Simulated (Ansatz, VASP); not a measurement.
# Al6Ru (Al6Ru (Cmcm)): VASP beside Ansatz, part 2 of 2

Aim: how closely do two programs agree when they are given the same cell, functional and k mesh? The cell is taken from a series of runs on this material, whose earlier steps may have relaxed, scaled, displaced or heated it; both programs get it as it stands.

VASP 6.6.1 and Ansatz 0.2.0.

So far: Starting point; VASP: relaxation of cell and atoms, r2SCAN.

## 3. Ansatz: relaxation of cell and atoms, r2SCAN

Level of this step: Ansatz beside VASP: Kohn-Sham DFT, plane waves, r2SCAN (Ansatz).

Ansatz runs on its PAW soft_1 files.

The same cell, functional, mesh and smearing now go to Ansatz.

input.yaml

```yaml
crystal:
  lattice:
    - [3.7297717, -3.2601281, 0.0]
    - [3.7297717, 3.2601281, 0.0]
    - [0.0, 0.0, 8.9130047]
  atoms:
    - { symbol: Al, position: [0.31901488, 0.31901488, 0.0] }
    - { symbol: Al, position: [0.68098512, 0.68098512, 0.5] }
    - { symbol: Al, position: [0.68098512, 0.68098512, 0.0] }
    - { symbol: Al, position: [0.31901488, 0.31901488, 0.5] }
    - { symbol: Al, position: [0.8571994, 0.1428006, 0.09841014] }
    - { symbol: Al, position: [0.1428006, 0.8571994, 0.59841014] }
    - { symbol: Al, position: [0.8571994, 0.1428006, 0.40158986] }
    - { symbol: Al, position: [0.1428006, 0.8571994, 0.90158986] }
    - { symbol: Al, position: [0.02104558, 0.617227, 0.25] }
    - { symbol: Al, position: [0.97895442, 0.382773, 0.75] }
    - { symbol: Al, position: [0.382773, 0.97895442, 0.25] }
    - { symbol: Al, position: [0.617227, 0.02104558, 0.75] }
    - { symbol: Ru, position: [0.53502658, 0.46497342, 0.25] }
    - { symbol: Ru, position: [0.46497342, 0.53502658, 0.75] }
basis:
  ecutwfc: 500
  xc_grid: 2
hamiltonian:
  xc: r2scan
  pseudopotentials: { kind: paw, azcp: { folder: soft_1 } }
kpoints:
  mp_grid: { grid: [8, 8, 5] }
scf:
  occupations: { method: fermi_dirac, width: 0.05 }
  max_iter: 150
output:
  forces: true
  stress: true
relax:
  f_tol: 0.01
  max_steps: 60
  cell: {}
checkpoint:
  write: "../r2scan.run"
  compress: false
  write_wavefunctions: false
  write_every: 100000
```

Run with:

```bash
ansatz run input.yaml --threads 4 --pin off --max-ram 6594MiB --backend cpu --events-out ev --progress --plain --runs-dir out
```

Numbers of over 12 decimals in the logs are rounded to 6 here.

Output:

```text
Engine: ansatz 0.2.0, aarch64-unknown-linux-gnu
Pseudopotentials: kind: paw
Pseudopotential: Al, paw, valence charge 3, recommended cutoff 500 eV (meta_gga), soft_1/Al.paw.azcp
Pseudopotential: Ru, paw, valence charge 16, recommended cutoff 500 eV (meta_gga), soft_1/Ru.paw.azcp
Functional definition: r2SCAN
  parameter k0 = 0.174
  parameter k1 = 0.065
  parameter a1 = 4.9479
  exchange = r2scan_x(k0 = k0, k1 = k1, a1 = a1)
  correlation = r2scan_c
Crystal: 14 atoms, lattice volume = 216.756 Å³
Basis set: ecut = 500 eV, 5511 PW (Γ), exchange–correlation on 80×80×144 points (8 copies of the dense FFT grid, shifted against one another)
Bands: 48, of which v1, the nominal top of the filled ones, is band 34 counted from 1 (33 counted from 0)
Symmetry: 8 space group operations
Space group: Cmcm (ITA 63), of the structure as read, at distance tolerance 6.0e-5 Å
k-points: 63 of 320
Non-local potential: Al, projectors of the file, l = 0: 2, l = 1: 2, l = 2: 1
Non-local potential: Ru, projectors of the file, l = 0: 3, l = 1: 2, l = 2: 2, l = 3: 1
PAW form: soft (Blöchl's): semilocal exchange-correlation on the pseudo side does not see the compensation charge
PAW frozen core: Al, regenerated for the run's functional (the file was generated under x = pbe(κ = 0.804, μ = 0.219515), c = pbe(β = 0.066725))
PAW frozen core: Ru, regenerated for the run's functional (the file was generated under x = pbe(κ = 0.804, μ = 0.219515), c = pbe(β = 0.066725))
PAW one-centre angular grid: Al, 302 points (default); XC on 160 Gauss nodes
PAW one-centre angular grid: Ru, 590 points (default); XC on 160 Gauss nodes
Initial density: superposition of atomic densities (chi_scale 0.1, normalization cell, long waves kept (reshape's long-wave potential 0.01 eV rms))
Initial wavefunctions: pseudopotential atomic-orbital guess
Functional: x = r2scan, c = r2scan; τ floored in thin density (d = 2e-4 eV/Å³)
SCF iter   1: F=—  HF=-18274.698740 eV  |F-HF|=—  |Δ(HF+E_count)|=         —  Δρ=9.16e-2  dr2=2.72e1  dr2_τ=8.95e-1  ethr=3.10e-3  ⟨swp⟩=6.3  Hψ=13217  notcnv=0  defer=33
preconditioner: auto → Kerker (q_TF=auto, 2.249 Å⁻¹)  [metal: Δε(μ)=0.011 eV  Ē_g=7.056 eV  σ=0.050 eV  W_gap=0.05  n_scr=42 (ndim 8)  ℏωp=18.2 eV  f_vac=0.000  D(μ)=3.50/eV (n_scr^D=18)]
SCF iter   2: F=—  HF=-18272.139902 eV  |F-HF|=—  |Δ(HF+E_count)|=    2.56e0  Δρ=4.19e-2  dr2=7.32e0  dr2_τ=1.92e0  ethr=3.10e-3  ⟨swp⟩=4.0  Hψ=7860  notcnv=0  defer=259
SCF iter   3: F=—  HF=-18271.446295 eV  |F-HF|=—  |Δ(HF+E_count)|=   6.94e-1  Δρ=1.87e-2  dr2=8.87e-1  dr2_τ=8.23e-3  ethr=3.10e-3  ⟨swp⟩=2.3  Hψ=5250  notcnv=0  defer=256
SCF iter   4: F=—  HF=-18271.317324 eV  |F-HF|=—  |Δ(HF+E_count)|=   1.29e-1  Δρ=3.45e-3  dr2=6.14e-2  dr2_τ=4.56e-3  ethr=1.30e-3  ⟨swp⟩=2.9  Hψ=5466  notcnv=0  defer=257
SCF iter   5: F=—  HF=-18271.315424 eV  |F-HF|=—  |Δ(HF+E_count)|=   1.90e-3  Δρ=1.12e-3  dr2=5.85e-3  dr2_τ=1.88e-4  ethr=9.03e-5  ⟨swp⟩=1.1  Hψ=2836  notcnv=0  defer=257
SCF iter   6: F=—  HF=-18271.315253 eV  |F-HF|=—  |Δ(HF+E_count)|=   1.71e-4  Δρ=1.71e-4  dr2=5.64e-5  dr2_τ=3.83e-6  ethr=8.60e-6  ⟨swp⟩=2.2  Hψ=3641  notcnv=0  defer=257
SCF iter   7: F=—  HF=-18271.315354 eV  |F-HF|=—  |Δ(HF+E_count)|=   1.01e-4  Δρ=4.45e-5  dr2=7.85e-6  dr2_τ=3.62e-7  ethr=8.30e-8  ⟨swp⟩=2.0  Hψ=5043  notcnv=0  defer=257
SCF iter   8: F=—  HF=-18271.315355 eV  |F-HF|=—  |Δ(HF+E_count)|=   1.20e-6  Δρ=8.70e-6  dr2=2.44e-7  dr2_τ=5.22e-9  ethr=1.15e-8  ⟨swp⟩=2.0  Hψ=4385  notcnv=0  defer=257
SCF iter   9: F=-18271.315355 eV  HF=-18271.315355 eV  |F-HF|=1.17e-8  |Δ(HF+E_count)|=   3.15e-7  Δρ=2.61e-6  dr2=2.00e-8  dr2_τ=7.42e-10  ethr=1.47e-10  ⟨swp⟩=4.0  Hψ=9285  notcnv=0
SCF 1 converged in 9 iterations: F = -18271.315355 eV  dr2 = 2.00e-8
  greatest PAW one-centre occupation: 0.999 electrons in one spin orbital (limit 2), on the Ru atom at site 13 (counted from 0), in its partial waves of l = 0
relax step   1: F+E_penalty+E_count = -18271.31535522 eV  Δ(F+E_penalty+E_count) = +0.000e0 eV  max|allowed force component| = 3.650e-2 eV/Å  Δτ_max = 0.0000 Å  P = +0.201 GPa  Ω = 216.756 Å³  (9 SCF iters, dr2 threshold 1.00e-7 eV, accepted)
[...]
relax step   2: F+E_penalty+E_count = -18271.31679602 eV  Δ(F+E_penalty+E_count) = -1.441e-3 eV  max|allowed force component| = 1.419e-2 eV/Å  Δτ_max = 0.0075 Å  P = -0.064 GPa  Ω = 217.209 Å³  energy of the carried Pulay correction = -4.078e-5 eV  (5 SCF iters, dr2 threshold 5.05e-7 eV, accepted)
[...]
relax step   3: F+E_penalty+E_count = -18271.31691777 eV  Δ(F+E_penalty+E_count) = -1.217e-4 eV  max|allowed force component| = 3.662e-3 eV/Å  Δτ_max = 0.0012 Å  P = -0.006 GPa  Ω = 217.126 Å³  energy of the carried Pulay correction = -3.337e-5 eV  (5 SCF iters, dr2 threshold 2.84e-8 eV, accepted)
[...]
relax step   4: F+E_penalty+E_count = -18271.31694789 eV  Δ(F+E_penalty+E_count) = -3.012e-5 eV  max|allowed force component| = 3.662e-3 eV/Å  Δτ_max = 0.0000 Å  P = -0.006 GPa  Ω = 217.126 Å³  stress off target by 1.49e-2 GPa  SCF on the basis re-selected at this cell (its energy is not comparable with the rows above)  (5 SCF iters)
basis re-selected at this cell: Δ(F+E_penalty+E_count) = -3.012e-5 eV, ΔP = -0.000 GPa vs the last step (what re-selecting the basis moved, of the pressure what is left beyond the Pulay correction that the steps carried, after the strain that the cell walked since its last selection, with what the two solves' SCF thresholds leave and, on support functions, any second-order correction that the steps lacked; it is no m [...]
SCF converged after 5 iterations
Free energy (F): -18271.316948 eV
Harris-Foulkes:  -18271.316948 eV  (|F-HF|=1.13e-10)
Internal energy: -18271.282369 eV  (E = F + TS)
E sigma→0 (E₀):  -18271.299658 eV
Entropy (-TS):   -0.034579 eV (-2.470 meV/atom)
Fermi energy:    10.286120 eV
--- Per-component energies (eV) ---
  E_band       = -365.321460
  E_kinetic    = 1208.583116
  E_local      = -5411.709525  (includes V_loc(G=0)·N_el)
  E_nonlocal   = 941.375694
  E_hartree    = 2172.123209
  E_xc         = -753.010622
  E_vxc        = -865.647618  (∫ρ·V_xc dr)
  E_paw        = -12741.546688  (= ΣΔE_a)
  E_vpaw       = -633.298025  (= ΣTr[D̂ρ^β])
  E_aug_tail   = 0.001238  (compensation charges beyond the density's cutoff)
  E_vtau       = 51.127645  (kinetic-family band-sum trace: ∫τ·v_τ [+ j·A + Jᵃ·Aᵃ] dr)
  E_ewald      = -3685.755589
  E_core_change = -1.343202  (= ΣΔE_core)
  E_smearing   = -0.034579  (= −TS)
  E_closure    = -0.000000  (closes the sum)
  Σ components = -18271.316948   (vs F -18271.316948, Δ=0.00e0)
--- Forces (eV/Å), atoms counted from 1 ---
  atom   1  Al    -0.00163756    -0.00000000    -0.00000000
  atom   2  Al     0.00163756     0.00000000     0.00000000
  atom   3  Al     0.00163756     0.00000000    -0.00000000
  atom   4  Al    -0.00163756    -0.00000000     0.00000000
  atom   5  Al     0.00000000    -0.00007060     0.00366249
  atom   6  Al    -0.00000000     0.00007060     0.00366249
  atom   7  Al     0.00000000    -0.00007060    -0.00366249
  atom   8  Al    -0.00000000     0.00007060    -0.00366249
  atom   9  Al    -0.00206140     0.00007571     0.00000000
  atom  10  Al     0.00206140    -0.00007571     0.00000000
  atom  11  Al     0.00206140     0.00007571     0.00000000
  atom  12  Al    -0.00206140    -0.00007571     0.00000000
  atom  13  Ru     0.00000000    -0.00129424     0.00000000
  atom  14  Ru    -0.00000000     0.00129424     0.00000000
  max |Σ_I F_I| component: 1.41e-17 eV/Å
--- Stress (GPa, compression-positive) ---
       -0.004265       0.000000      -0.000000
        0.000000      -0.014941      -0.000000
       -0.000000      -0.000000       0.000049
  P = ⅓ Tr σ = -0.0064 GPa (-0.064 kbar)
--- Relaxed structure (3 steps of the walk, 3 accepted, 1 SCFs on fresh bases) ---
  F+E_penalty+E_count = -18271.31694789 eV   max|allowed force component| = 3.662e-3 eV/Å   (the final SCF, on the basis selected at the relaxed cell)
  cell:  # Å, volume = 217.1265 Å³
    - [3.729640, -3.256686, 0.0]
    - [3.729640, 3.256686, 0.0]
    - [0.0, 0.0, 8.937994]
  atoms:
    - { symbol: Al, position: [0.319475, 0.319475, 0] }
    - { symbol: Al, position: [0.680525, 0.680525, 0.500000] }
    - { symbol: Al, position: [0.680525, 0.680525, 0] }
    - { symbol: Al, position: [0.319475, 0.319475, 0.500000] }
    - { symbol: Al, position: [0.857497, 0.142503, 0.098687] }
    - { symbol: Al, position: [0.142503, 0.857497, 0.598687] }
    - { symbol: Al, position: [0.857497, 0.142503, 0.401313] }
    - { symbol: Al, position: [0.142503, 0.857497, 0.901313] }
    - { symbol: Al, position: [0.020624, 0.618532, 0.250000] }
    - { symbol: Al, position: [0.979376, 0.381468, 0.750000] }
    - { symbol: Al, position: [0.381468, 0.979376, 0.250000] }
    - { symbol: Al, position: [0.618532, 0.020624, 0.750000] }
    - { symbol: Ru, position: [0.535175, 0.464825, 0.250000] }
    - { symbol: Ru, position: [0.464825, 0.535175, 0.750000] }
```

## 4. Side by side

Known differences besides the potentials themselves: VASP keeps PBE cores, Ansatz makes them for the functional; the data sets hold 68 valence electrons in Ansatz (on its PAW soft_1 files) and 64 in VASP; the cutoff is 500 eV in Ansatz and 550 eV in VASP; Ansatz adds a Pulay correction to the stress that steers its cell, VASP none. Total energies have different zeros and are not compared.

Both answers:

```
                                         quantity  Ansatz    VASP  difference
                                      volume (Å³)  217.13  216.82     +0.14 %
edge a after relaxation, in the typed setting (Å)   4.951   4.949     +0.05 %
edge c after relaxation, in the typed setting (Å)   8.938   8.934     +0.05 %
```

## 5. Outcome

```
difference in volume (relaxation of cell and atoms, r2SCAN) : 0.14 %
```

The difference in volume is 0.14 % (relaxation of cell and atoms, r2SCAN), within the 1.2 % picked in this series as the mark of a large difference, as far as the stopping tolerances let one tell. The data sets hold unlike numbers of valence electrons (68 in Ansatz and 64 in VASP), so part of the differences comes from the potentials. How closely two codes agree says nothing of how well the functional describes the real material.

[Lines on the potential files, build, host, timing and source positions are cut from VASP's logs without a mark.]

[Logs are printed without paths, hosts, clocks, repeated set-up lines and the standing remarks that a program may print on its own settings, such as how far it seeks lower states.]

[Hosts, paths, dates, database ids (printed as entryN), source tags and the programs' standing remarks are cut or masked in the printed files.]
